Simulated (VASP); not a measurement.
Given:

```
CELL_PARAMETERS angstrom
      4.04606     0.00000     0.00000
      0.00000     4.04606     0.00000
      0.00000     0.00000     4.04606
ATOMIC_POSITIONS crystal
  Ba 0.00000 0.00000 0.00000
  Ti 0.50000 0.50000 0.50000
  O  0.50000 0.00000 0.50000
  O  0.00000 0.50000 0.50000
  O  0.50000 0.50000 0.00000
```

Calculation: PBE GGA with D3 dispersion (Becke-Johnson damping), VASP's PBE PAW potentials (set 64) (plane waves; VASP). Settings: 520 eV cut-off, 6×6×6 Γ-centred mesh, Gaussian smearing of 0.050 eV, potentials Ba_sv Ti_sv O.

Give the stress tensor in GPa (positive for a compressed cell).

```
-4.68   0.00   0.00
 0.00  -4.68   0.00
 0.00   0.00  -4.68
```
The pressure is its mean diagonal, -4.68 GPa.

The compound is BaTiO3 in the cubic perovskite structure, the ideal cubic form; the compound distorts at low or room temperature. This cell is one point of a volume scan, at 1.03 of the reference volume.
